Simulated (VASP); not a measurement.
Here is the system:

```xyz
4
Lattice="3.8979 0.0000 -0.0292 0.0000 3.8979 0.0000 -0.0292 0.0000 3.8979" Properties=species:S:1:pos:R:3 pbc="T T T"
Ti     0.0000     0.0000     0.0000
Pt    -0.0146     1.9489     1.9489
Pt     1.9343     0.0000     1.9343
Pt     1.9489     1.9489    -0.0146
```

Calculation: PBEsol GGA, VASP's PBE PAW potentials (set 64) (plane waves; VASP). Run with 480 eV cut-off, 8×8×8 Γ-centred mesh, first-order Methfessel-Paxton smearing of 0.10 eV, potentials Ti_sv Pt.

Q: Give the stress tensor in GPa (positive for a compressed cell).

A: 
```
0.18  0.00  2.35
0.00  0.05  0.00
2.35  0.00  0.18
```
The pressure is its mean diagonal, 0.14 GPa.

The compound is Pt3Ti in the L1_2 structure. This cell was strained or had an atom moved on purpose.
